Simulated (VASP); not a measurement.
Consider the following.

```
ZnF2
1.0
    4.52721     0.00000     0.00000
    0.00000     4.52721     0.00000
    0.00000     0.00000     3.10066
Zn F
2 4
Direct
  0.00000   0.00000   0.00000
  0.50000   0.50000   0.50000
  0.30239   0.30239   0.00000
  0.80239   0.19761   0.50000
  0.19761   0.80239   0.50000
  0.69761   0.69761   0.00000
```

Level of theory: PBE GGA, VASP's PBE PAW potentials (set 64) (plane waves; VASP 6.6.1). Settings: 620 eV cut-off, 5×5×7 Γ-centred mesh, Gaussian smearing of 0.050 eV, potentials Zn F.

Energy and stress use the plane-wave basis of the starting cell.

The ions, cell shape and volume at an external pressure of 30.0 GPa are relaxed. Predict the relaxed structure.

```
ZnF2
1.0
    4.43337     0.00000     0.00000
    0.00000     4.43337     0.00000
    0.00000     0.00000     3.08028
Zn F
2 4
Cartesian
  4.43337   4.43337   0.00000
  2.21669   2.21669   1.54014
  1.34354   1.34354   3.08028
  3.56022   0.87315   1.54014
  0.87315   3.56022   1.54014
  3.08984   3.08984   0.00000
```
Space group P4_2/mnm (136), at a tolerance of 0.03 Å.

How do energy and volume change from the first to the last step?

The energy (σ→0) changes by +77.2 meV/atom and the volume by -4.7 %, in 12 ionic steps.

The compound is ZnF2 in the rutile structure. This run relaxes it under an external pressure of 30 GPa. Symmetry was kept, so distortions that lower it aren't found.
